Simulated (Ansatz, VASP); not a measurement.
**Li2TiAl12Si12O45 (glassy 60SiO2-30Al2O3-5Li2O-5TiO2 (mol %)): VASP beside Ansatz**

One calculation is typed for both programs; each brings its own data sets. How far apart do they land? The structure shown is the start of the Ansatz relaxation below; VASP solves that cell, so the two are compared at the walk's first step.

Main program and level: Ansatz 0.2.0; plane waves, with VASP 6.6.1 beside it; single point at LDA.

## Step 1: Starting point

The cell holds 72 atoms: 12 Si, 12 Al, 2 Li, 1 Ti and 45 O. Cell: a = 9.574 Å, b = 9.574 Å, c = 9.574 Å, α = 90.0°, β = 90.0°, γ = 90.0°. As first built, before any earlier steps moved the atoms (in the runner's words): 72 atoms (12 Si, 12 Al, 2 Li, 1 Ti, 45 O) placed at random at 2.57 g/cm^3, melted at 4000 K for 10 ps at fixed volume with the Morse and Coulomb pair potential with partial charges (Pedone, Malavasi, Menziani, Cormack and Segre, J. Phys. Chem. B 110, 11780 (2006)). Quenched from 4000 K to 300 K at 20 K/ps and fixed volume, held 10 ps at zero pressure.

## Step 2: Ansatz: relaxation, LDA

Ansatz runs on its default PAW (the set named soft_2) files.

The two programs are compared at the cell with which this relaxation starts, whose forces are those of its first step.

File input.yaml:

```yaml
crystal:
  lattice:
    - [9.57354, 0.0, 0.0]
    - [0.0, 9.57354, 0.0]
    - [0.0, 0.0, 9.57354]
  atoms:
    - { symbol: Si, position: [0.57274, 0.86482, 0.43417] }
    - { symbol: Si, position: [0.43588, 0.90275, 0.82302] }
    - { symbol: Si, position: [0.6929, 0.99528, 0.16567] }
    - { symbol: Si, position: [0.55913, 0.61553, 0.92008] }
    - { symbol: Si, position: [0.92804, 0.5726, 0.53034] }
    - { symbol: Si, position: [0.61256, 0.57974, 0.59946] }
    - { symbol: Si, position: [0.35962, 0.42546, 0.09791] }
    - { symbol: Si, position: [0.23685, 0.20323, 0.70262] }
    - { symbol: Si, position: [0.14852, 0.61879, 0.01284] }
    - { symbol: Si, position: [0.92192, 0.22888, 0.17959] }
    - { symbol: Si, position: [0.38163, 0.10088, 0.07297] }
    - { symbol: Si, position: [0.80789, 0.33984, 0.70476] }
    - { symbol: Al, position: [0.99697, 0.75244, 0.78351] }
    - { symbol: Al, position: [0.89809, 0.80306, 0.05204] }
    - { symbol: Al, position: [0.23084, 0.80691, 0.57108] }
    - { symbol: Al, position: [0.98213, 0.05609, 0.61922] }
    - { symbol: Al, position: [0.75221, 0.93592, 0.82978] }
    - { symbol: Al, position: [0.353, 0.47407, 0.43159] }
    - { symbol: Al, position: [0.08138, 0.30407, 0.46644] }
    - { symbol: Al, position: [0.84222, 0.49319, 0.00992] }
    - { symbol: Al, position: [0.55859, 0.11878, 0.65536] }
    - { symbol: Al, position: [0.02456, 0.05084, 0.91532] }
    - { symbol: Al, position: [0.95327, 0.85734, 0.39071] }
    - { symbol: Al, position: [0.19436, 0.54406, 0.69248] }
    - { symbol: Li, position: [0.22754, 0.1445, 0.35011] }
    - { symbol: Li, position: [0.75023, 0.1434, 0.43625] }
    - { symbol: Ti, position: [0.26355, 0.84443, 0.2603] }
    - { symbol: O, position: [0.58015, 0.57247, 0.75773] }
    - { symbol: O, position: [0.58087, 0.01188, 0.50896] }
    - { symbol: O, position: [0.78237, 0.13106, 0.22065] }
    - { symbol: O, position: [0.93852, 0.27753, 0.62118] }
    - { symbol: O, position: [0.02113, 0.8748, 0.94066] }
    - { symbol: O, position: [0.2595, 0.62524, 0.54883] }
    - { symbol: O, position: [0.89563, 0.71084, 0.46416] }
    - { symbol: O, position: [0.26439, 0.32674, 0.44559] }
    - { symbol: O, position: [0.60616, 0.73737, 0.53588] }
    - { symbol: O, position: [0.98439, 0.15744, 0.04513] }
    - { symbol: O, position: [0.86555, 0.38086, 0.1485] }
    - { symbol: O, position: [0.02278, 0.47928, 0.4482] }
    - { symbol: O, position: [0.77221, 0.49494, 0.59109] }
    - { symbol: O, position: [0.08021, 0.86701, 0.66441] }
    - { symbol: O, position: [0.36356, 0.25821, 0.07606] }
    - { symbol: O, position: [0.41675, 0.83244, 0.37001] }
    - { symbol: O, position: [0.58895, 0.97353, 0.78204] }
    - { symbol: O, position: [0.8897, 0.00311, 0.49042] }
    - { symbol: O, position: [0.68177, 0.24582, 0.67784] }
    - { symbol: O, position: [0.50514, 0.48978, 0.51767] }
    - { symbol: O, position: [0.83511, 0.40522, 0.84929] }
    - { symbol: O, position: [0.70151, 0.61497, 0.00956] }
    - { symbol: O, position: [0.14465, 0.13746, 0.56183] }
    - { symbol: O, position: [0.53868, 0.05561, 0.12826] }
    - { symbol: O, position: [0.37602, 0.49086, 0.24604] }
    - { symbol: O, position: [0.22082, 0.37438, 0.71086] }
    - { symbol: O, position: [0.48175, 0.76991, 0.91489] }
    - { symbol: O, position: [0.21711, 0.72551, 0.11989] }
    - { symbol: O, position: [0.00513, 0.59283, 0.67815] }
    - { symbol: O, position: [0.362, 0.86207, 0.68374] }
    - { symbol: O, position: [0.82161, 0.78105, 0.78223] }
    - { symbol: O, position: [0.27815, 0.02034, 0.18693] }
    - { symbol: O, position: [0.02719, 0.22544, 0.30986] }
    - { symbol: O, position: [0.19842, 0.46616, 0.03967] }
    - { symbol: O, position: [0.17924, 0.65304, 0.85536] }
    - { symbol: O, position: [0.97394, 0.62643, 0.01426] }
    - { symbol: O, position: [0.93998, 0.84505, 0.2122] }
    - { symbol: O, position: [0.46555, 0.49096, 0.98822] }
    - { symbol: O, position: [0.14352, 0.855, 0.40756] }
    - { symbol: O, position: [0.14908, 0.13802, 0.82013] }
    - { symbol: O, position: [0.38987, 0.16211, 0.68007] }
    - { symbol: O, position: [0.88572, 0.04953, 0.78596] }
    - { symbol: O, position: [0.67374, 0.88664, 0.29716] }
    - { symbol: O, position: [0.7639, 0.9276, 0.02414] }
    - { symbol: O, position: [0.37553, 0.01408, 0.93222] }
kpoints:
  mp_grid: { grid: [1, 1, 1] }
hamiltonian:
  xc: lda
scf:
  occupations: { method: fermi_dirac, width: 0.025 }
output:
  forces: true
relax:
  f_tol: 0.05
  max_steps: 150
  cell: {}
```

Command:

```
> ansatz run input.yaml --threads 4 --pin off --max-ram 8192MiB --backend cpu --events-out ev --progress --plain --runs-dir out
```

Numbers of over 12 decimals in the logs are rounded to 6 here.

Output:

```text
Engine: ansatz 0.2.0, x86_64-unknown-linux-gnu
Pseudopotentials: kind: paw
Pseudopotential: Si, paw, valence charge 4, recommended cutoff 420 eV (normal), Si.paw.azcp
Pseudopotential: Al, paw, valence charge 3, recommended cutoff 420 eV (normal), Al.paw.azcp
Pseudopotential: Li, paw, valence charge 3, recommended cutoff 420 eV (normal), Li.paw.azcp
Pseudopotential: Ti, paw, valence charge 12, recommended cutoff 420 eV (normal), Ti.paw.azcp
Pseudopotential: O, paw, valence charge 6, recommended cutoff 420 eV (normal), O.paw.azcp
Functional definition: SPW92
  exchange = slater_x
  correlation = pw_c
Crystal: 72 atoms, lattice volume = 877.440 Å³
Basis set: ecut = 420 eV, 17071 PW (Γ)
Bands: 258, of which v1, the nominal top of the filled ones, is band 186 counted from 1 (185 counted from 0)
Symmetry: 1 space group operations
Space group: P1 (ITA 1), of the structure as read, at distance tolerance 9.6e-5 Å
k-points: 1
Non-local potential: Si, projectors of the file, l = 0: 2, l = 1: 2, l = 2: 2
Non-local potential: Al, projectors of the file, l = 0: 2, l = 1: 2, l = 2: 1
Non-local potential: Li, projectors of the file, l = 0: 3, l = 1: 2, l = 2: 1
Non-local potential: Ti, projectors of the file, l = 0: 3, l = 1: 2, l = 2: 3, l = 3: 1
Non-local potential: O, projectors of the file, l = 0: 2, l = 1: 2, l = 2: 1
PAW form: soft (Blöchl's): semilocal exchange-correlation on the pseudo side does not see the compensation charge
PAW frozen core: Si, regenerated for the run's functional, and the local potential with it (the file was generated under x = pbe(κ = 0.804, μ = 0.219515), c = pbe(β = 0.066725))
PAW frozen core: Al, regenerated for the run's functional, and the local potential with it (the file was generated under x = pbe(κ = 0.804, μ = 0.219515), c = pbe(β = 0.066725))
PAW frozen core: Ti, regenerated for the run's functional, and the local potential with it (the file was generated under x = pbe(κ = 0.804, μ = 0.219515), c = pbe(β = 0.066725))
PAW frozen core: O, regenerated for the run's functional, and the local potential with it (the file was generated under x = pbe(κ = 0.804, μ = 0.219515), c = pbe(β = 0.066725))
PAW one-centre angular grid: Si, 110 points (default); XC on 64 Gauss nodes
PAW one-centre angular grid: Al, 110 points (default); XC on 64 Gauss nodes
PAW one-centre angular grid: Li, 110 points (default); XC on 64 Gauss nodes
PAW one-centre angular grid: Ti, 590 points (default); XC on 64 Gauss nodes
PAW one-centre angular grid: O, 110 points (default); XC on 64 Gauss nodes
Initial density: superposition of atomic densities (neutral atoms: chi_scale 0, normalization atom), corrected by the library's trained network
Initial wavefunctions: pseudopotential atomic-orbital guess
Functional: x = slater, c = lda
SCF iter   1: F=—  HF=-41385.093284 eV  |F-HF|=—  |Δ(HF+E_count)|=         —  Δρ=1.40e-2  dr2=1.59e0  ethr=1.77e-3  ⟨swp⟩=7.0  Hψ=1238  notcnv=0  defer=34
preconditioner: auto → Resta (q_TF=auto, 2.365 Å⁻¹)  ε∞=3.4  [insulator: Δε(μ)=2.443 eV  Ē_g=15.350 eV  σ=0.025 eV  W_gap=1.00  n_scr=178 (ndim 8)  ℏωp=23.8 eV  f_vac=0.127  D(μ)=0.00/eV (n_scr^D=0)  ε∞_Penn≈3.4]
SCF iter   2: F=—  HF=-41384.630590 eV  |F-HF|=—  |Δ(HF+E_count)|=   4.63e-1  Δρ=4.59e-3  dr2=1.25e-1  ethr=4.28e-4  ⟨swp⟩=2.0  Hψ=429  notcnv=0  defer=66
SCF iter   3: F=—  HF=-41384.607677 eV  |F-HF|=—  |Δ(HF+E_count)|=   2.29e-2  Δρ=2.36e-3  dr2=4.80e-2  ethr=3.35e-5  ⟨swp⟩=3.0  Hψ=390  notcnv=0  defer=66
SCF iter   4: F=—  HF=-41384.598447 eV  |F-HF|=—  |Δ(HF+E_count)|=   9.23e-3  Δρ=1.15e-3  dr2=1.06e-2  ethr=1.29e-5  ⟨swp⟩=2.0  Hψ=384  notcnv=0  defer=66
SCF iter   5: F=—  HF=-41384.595943 eV  |F-HF|=—  |Δ(HF+E_count)|=   2.50e-3  Δρ=2.62e-4  dr2=7.73e-4  ethr=2.86e-6  ⟨swp⟩=2.0  Hψ=310  notcnv=0  defer=66
SCF iter   6: F=—  HF=-41384.595872 eV  |F-HF|=—  |Δ(HF+E_count)|=   7.11e-5  Δρ=1.12e-4  dr2=1.43e-4  ethr=2.08e-7  ⟨swp⟩=2.0  Hψ=354  notcnv=0  defer=66
SCF iter   7: F=—  HF=-41384.595900 eV  |F-HF|=—  |Δ(HF+E_count)|=   2.75e-5  Δρ=5.13e-5  dr2=2.58e-5  ethr=3.84e-8  ⟨swp⟩=2.0  Hψ=356  notcnv=0  defer=66
SCF iter   8: F=—  HF=-41384.597262 eV  |F-HF|=—  |Δ(HF+E_count)|=   1.36e-3  Δρ=1.71e-5  dr2=3.63e-6  ethr=6.93e-9  ⟨swp⟩=2.0  Hψ=416  notcnv=0  defer=66
SCF iter   9: F=—  HF=-41384.597264 eV  |F-HF|=—  |Δ(HF+E_count)|=   1.82e-6  Δρ=9.39e-6  dr2=7.72e-7  ethr=9.75e-10  ⟨swp⟩=2.0  Hψ=377  notcnv=0  defer=66
SCF iter  10: F=—  HF=-41384.597264 eV  |F-HF|=—  |Δ(HF+E_count)|=   1.94e-7  Δρ=4.17e-6  dr2=1.77e-7  ethr=2.08e-10  ⟨swp⟩=2.0  Hψ=364  notcnv=0  defer=66
SCF iter  11: F=-41384.597264 eV  HF=-41384.597264 eV  |F-HF|=1.57e-8  |Δ(HF+E_count)|=   6.22e-8  Δρ=1.15e-6  dr2=2.23e-8  ethr=2.69e-11  ⟨swp⟩=4.0  Hψ=751  notcnv=0
SCF 1 converged in 11 iterations: F = -41384.597264 eV  dr2 = 2.23e-8
[...]
atom  31  O     -0.00089175    -0.00895299     0.00221831
  atom  32  O      0.00334337    -0.00481827     0.00406246
  atom  33  O      0.00339492    -0.00403887     0.00654228
  atom  34  O     -0.00592986    -0.00211927    -0.00914256
  atom  35  O     -0.00447032    -0.00330693     0.00217273
  atom  36  O      0.00519682     0.00133419     0.00355146
  atom  37  O      0.00122445     0.01033052    -0.00884527
  atom  38  O     -0.00659627     0.00964421     0.00081121
  atom  39  O      0.00363506    -0.00146070    -0.00290253
  atom  40  O      0.00153640     0.00184816     0.00205800
  atom  41  O     -0.00157802    -0.00523987    -0.00076641
  atom  42  O     -0.00425551    -0.00185155     0.00226745
  atom  43  O      0.01106871    -0.00033669    -0.00059924
  atom  44  O     -0.00116219    -0.00363504     0.00028290
  atom  45  O      0.00272341    -0.00035990     0.00075468
  atom  46  O     -0.00310294    -0.00827269    -0.00515234
  atom  47  O      0.00270560    -0.00162686     0.00140608
  atom  48  O     -0.00078183     0.00084647    -0.00171531
  atom  49  O     -0.00267513     0.00050218    -0.00002038
  atom  50  O      0.00232549    -0.00044363    -0.00767046
  atom  51  O      0.00486781     0.00808169    -0.01444796
  atom  52  O     -0.00541459     0.00401513     0.00098570
  atom  53  O     -0.01524921     0.00209169    -0.01016625
  atom  54  O     -0.00610396    -0.00129315     0.00171426
[...]
atom  65  O      0.00306411    -0.00381184     0.00919458
  atom  66  O     -0.01664270    -0.00018553     0.01266941
  atom  67  O      0.00122726    -0.00257247    -0.01455550
  atom  68  O     -0.00429569     0.01714984     0.00603749
  atom  69  O     -0.00427175    -0.00144342    -0.00001440
  atom  70  O     -0.00971885    -0.00375629    -0.00427034
  atom  71  O      0.00497335     0.00558909    -0.00531575
  atom  72  O     -0.01125532     0.00253838    -0.00927765
  max |Σ_I F_I| component: 9.21e-5 eV/Å
--- Stress (GPa, compression-positive) ---
        0.002925      -0.003215       0.004027
       -0.003215      -0.001893      -0.000668
        0.004027      -0.000668       0.004059
  P = ⅓ Tr σ = 0.0017 GPa (0.017 kbar)
--- Relaxed structure (23 steps of the walk, 22 accepted, 2 SCFs on fresh bases) ---
  F+E_penalty+E_count = -41389.25311640 eV   max|allowed force component| = 1.720e-2 eV/Å   (the final SCF, on the basis selected at the relaxed cell)
  cell:  # Å, volume = 858.6522 Å³
    - [9.691352, 0.060503, -0.027152]
    - [0.060503, 9.305351, -0.200509]
    - [-0.027152, -0.200509, 9.526162]
  atoms:
    - { symbol: Si, position: [0.557849, 0.860203, 0.437196] }
    - { symbol: Si, position: [0.448659, 0.905708, 0.837256] }
    - { symbol: Si, position: [0.710153, 0.971115, 0.181413] }
    - { symbol: Si, position: [0.579174, 0.616965, 0.927781] }
    - { symbol: Si, position: [0.918417, 0.570235, 0.519516] }
    - { symbol: Si, position: [0.611085, 0.572311, 0.597087] }
    - { symbol: Si, position: [0.372053, 0.444777, 0.108236] }
    - { symbol: Si, position: [0.232685, 0.201722, 0.703892] }
    - { symbol: Si, position: [0.149952, 0.625091, 0.00708479] }
    - { symbol: Si, position: [0.910187, 0.216754, 0.197551] }
    - { symbol: Si, position: [0.412487, 0.098155, 0.098732] }
    - { symbol: Si, position: [0.813726, 0.336482, 0.688401] }
    - { symbol: Al, position: [1.012671, 0.770258, 0.778228] }
    - { symbol: Al, position: [0.869453, 0.779496, 0.021622] }
    - { symbol: Al, position: [0.247754, 0.819312, 0.561989] }
    - { symbol: Al, position: [0.993629, 0.051051, 0.619622] }
    - { symbol: Al, position: [0.758646, 0.942011, 0.829646] }
    - { symbol: Al, position: [0.349752, 0.485018, 0.429147] }
    - { symbol: Al, position: [0.087656, 0.293394, 0.471488] }
    - { symbol: Al, position: [0.849430, 0.473465, 0.012540] }
    - { symbol: Al, position: [0.550232, 0.122341, 0.653087] }
    - { symbol: Al, position: [0.027728, 0.052487, 0.917592] }
    - { symbol: Al, position: [0.934940, 0.853884, 0.372027] }
    - { symbol: Al, position: [0.173814, 0.546314, 0.684445] }
    - { symbol: Li, position: [0.214366, 0.220618, 0.255366] }
    - { symbol: Li, position: [0.752585, 0.122886, 0.451852] }
    - { symbol: Ti, position: [0.264290, 0.854674, 0.261350] }
    - { symbol: O, position: [0.591859, 0.568397, 0.763980] }
    - { symbol: O, position: [0.578674, 0.020845, 0.500255] }
    - { symbol: O, position: [0.782964, 0.116989, 0.252874] }
    - { symbol: O, position: [0.938191, 0.258535, 0.601818] }
    - { symbol: O, position: [0.026972, 0.867317, 0.948312] }
    - { symbol: O, position: [0.262520, 0.624153, 0.547613] }
    - { symbol: O, position: [0.867740, 0.701417, 0.437198] }
    - { symbol: O, position: [0.256510, 0.331850, 0.414308] }
    - { symbol: O, position: [0.609644, 0.734570, 0.540757] }
    - { symbol: O, position: [0.977393, 0.146495, 0.059922] }
    - { symbol: O, position: [0.848805, 0.371914, 0.156952] }
    - { symbol: O, position: [0.016111, 0.462517, 0.438894] }
    - { symbol: O, position: [0.774078, 0.491210, 0.586031] }
    - { symbol: O, position: [0.089136, 0.875356, 0.650899] }
    - { symbol: O, position: [0.376194, 0.269112, 0.112352] }
    - { symbol: O, position: [0.387037, 0.835293, 0.416650] }
    - { symbol: O, position: [0.590446, 0.986661, 0.778695] }
    - { symbol: O, position: [0.886421, -0.00869134, 0.486217] }
    - { symbol: O, position: [0.679991, 0.243766, 0.657893] }
    - { symbol: O, position: [0.509230, 0.471717, 0.512145] }
    - { symbol: O, position: [0.842298, 0.392200, 0.845409] }
    - { symbol: O, position: [0.726875, 0.622516, 0.013247] }
    - { symbol: O, position: [0.154858, 0.128003, 0.562987] }
    - { symbol: O, position: [0.562580, 0.063010, 0.148557] }
[...]
- { symbol: O, position: [0.487488, 0.498080, 1.000537] }
    - { symbol: O, position: [0.125594, 0.846215, 0.379230] }
    - { symbol: O, position: [0.156759, 0.130647, 0.830357] }
    - { symbol: O, position: [0.394495, 0.183699, 0.702196] }
    - { symbol: O, position: [0.894516, 0.051368, 0.782154] }
    - { symbol: O, position: [0.631005, 0.856536, 0.286186] }
    - { symbol: O, position: [0.740751, 0.929919, 0.011804] }
    - { symbol: O, position: [0.380116, 0.020360, 0.948178] }
```

In the SCF lines HF is the Harris–Foulkes energy and dr2 the Hartree energy of the density residual, in eV; the loop may stop once dr2 is under the threshold and the program's other checks hold. Hψ counts applications of the Hamiltonian.

(Continued in part 2 of 2.)

[Lines on the potential files, build, host, timing and source positions are cut from VASP's logs without a mark.]

[Logs are printed without paths, hosts, clocks, repeated set-up lines and the standing remarks that a program may print on its own settings, such as how far it seeks lower states.]

[Hosts, paths, dates, database ids (printed as entryN), source tags and the programs' standing remarks are cut or masked in the printed files.]
